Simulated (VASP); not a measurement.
Consider the following.

```xyz
2
Lattice="0.0000 2.7357 2.7357 2.7357 0.0000 2.7357 2.7357 2.7357 0.0000" Properties=species:S:1:pos:R:3 pbc="T T T"
Si     0.0000     0.0000     0.0000
Si     1.3678     1.3678     1.3678
```

Method: PBE GGA with D4 dispersion, VASP's PBE PAW potentials (set 64) (plane waves; VASP 6.6.1). Numerical set-up: 520 eV cut-off, 8×8×8 Γ-centred mesh, Gaussian smearing of 0.050 eV, potentials Si.

Q: Give the stress tensor in GPa (positive for a compressed cell).

A: 
```
-2.60   0.00   0.00
 0.00  -2.60   0.00
 0.00   0.00  -2.60
```
The pressure is its mean diagonal, -2.60 GPa.

The compound is Si in the diamond structure. This cell is one point of a volume scan, at 1.03 of the reference volume.
